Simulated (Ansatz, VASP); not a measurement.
Two plane-wave programs on Mg5ZrN2

File INCAR:

```
SYSTEM = Mg5ZrN2
PREC = Accurate
ENCUT = 520
EDIFF = 1E-7
ISMEAR = 0
SIGMA = 0.2
LREAL = .False.
LASPH = .True.
NELM = 60
ALGO = Normal
ISIF = 2
LWAVE = .False.
LCHARG = .False.
GGA = PE
NBANDS = 26
```

KPOINTS

```
regular mesh
0
Gamma
  6 6 2
  0 0 0
```

POSCAR

```
Mg5ZrN2
1.0
    3.1933365992      0.0000000000      0.0000000000
   -1.5966682996      2.7655106178      0.0000000000
    0.0000000000      0.0000000000     15.5378021955
Mg Zr N
5 1 2
Direct
    0.6666666667      0.3333333333      0.1613287225
    0.6666666667      0.3333333333      0.8386712775
    0.0000000000      0.0000000000      0.6649390643
    0.6666666667      0.3333333333      0.5000000000
    0.0000000000      0.0000000000      0.3350609357
    0.0000000000      0.0000000000      0.0000000000
    0.3333333333      0.6666666667      0.0887548015
    0.3333333333      0.6666666667      0.9112451985
```

Input for Ansatz:

```yaml
crystal:
  lattice:
    - [3.1933365992, 0.0, 0.0]
    - [-1.5966682996, 2.7655106178, 0.0]
    - [0.0, 0.0, 15.5378021955]
  atoms:
    - { symbol: Mg, position: [0.6666666667, 0.3333333333, 0.1613287225] }
    - { symbol: Mg, position: [0.6666666667, 0.3333333333, 0.8386712775] }
    - { symbol: Mg, position: [0.0, 0.0, 0.6649390643] }
    - { symbol: Mg, position: [0.6666666667, 0.3333333333, 0.5] }
    - { symbol: Mg, position: [0.0, 0.0, 0.3350609357] }
    - { symbol: Zr, position: [0.0, 0.0, 0.0] }
    - { symbol: "N", position: [0.3333333333, 0.6666666667, 0.0887548015] }
    - { symbol: "N", position: [0.3333333333, 0.6666666667, 0.9112451985] }
basis:
  ecutwfc: 420
kpoints:
  mp_grid: { grid: [6, 6, 2] }
hamiltonian:
  xc: pbe
scf:
  occupations: { method: gaussian, width: 0.2 }
  lower_state_search: "off"
output:
  forces: true
  stress: true
  eigenvalues: true
```

Alike in both runs: task single point; functional PBE; k mesh 6 × 6 × 2; occupations gaussian, width 0.2 eV; no spin polarisation.

|  | VASP | Ansatz |
| --- | --- | --- |
| version | VASP 6.6.1 | Ansatz 0.2.0 |
| potentials or method | VASP PAW PBE potentials, release 64 (Mg, Zr_sv, N) | scalar-relativistic, plane waves, PAW |
| plane-wave cutoff (eV) | 520 | 420 |
| valence electrons in the cell | 32 | 72 |

Ansatz gave:

```
gap on the k mesh at the Fermi level (eV)       : none
pressure (GPa)                                  : 0.0
largest component of the traceless stress (GPa) : 1.11
rms of the force components (eV/Å)              : 0.018
```

Task: Estimate VASP's values.

Result: gap on the k mesh at the Fermi level (eV): none; pressure (GPa): -0.1; largest component of the traceless stress (GPa): 1.06; rms of the force components (eV/Å): 0.021.

Atom by atom the forces differ by 0.006 eV/Å (rms over components). A gap of «none» marks a metal or a gap that the smearing closes. With one functional, cell and mesh, what is left measures potentials, basis and numerics. The two sets of potentials don't hold the same shells in valence.

Caveats: the k mesh is coarse (spacing up to 0.38 Å⁻¹), so the values aren't converged.
